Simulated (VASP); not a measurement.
```xyz
2
Lattice="1.2621 -2.1289 0.0000 1.2621 2.1289 0.0000 0.0000 0.0000 4.1581" Properties=species:S:1:pos:R:3 pbc="T T T"
Co     1.2621     0.7096     1.0395
Co     1.2885    -0.7096     3.1186
```
Starting moments (μB, in the order of the record's atoms Co Co): 1.8 1.8.

The numbers are results of PBE GGA, VASP's PBE PAW potentials (set 64) (plane waves; VASP), not measurements. Numerical set-up: 350 eV cut-off, 15×15×8 Γ-centred mesh, first-order Methfessel-Paxton smearing of 0.10 eV, potentials Co.

Task: What does the run give for the cell moment, energy per atom (σ→0), pressure, largest force, band gap (on the k-mesh) with the smallest direct gap where there is one?

Result: 
```yaml
band gap (on the k-mesh): none (metal, semimetal or under 0.01 eV)
cell_moment: 3.31 μB
energy per atom (σ→0): -7.027 eV/atom
pressure: -6.04 GPa
largest_force: 0.074 eV/Å
```

Task: Give the moment on each site (PAW-sphere projection).

Result: 
| site | moment (μB) |
|---|---|
| Co1 | 1.68 |
| Co2 | 1.68 |

The absolute energy has meaning only against runs of the same code, potentials and settings.

The compound is Co in the hcp structure. The cell was not relaxed at this level, atoms are displaced from their ideal sites. The run is one of a series of settings (ENCUT = 350 against the base run), some of them coarse on purpose.
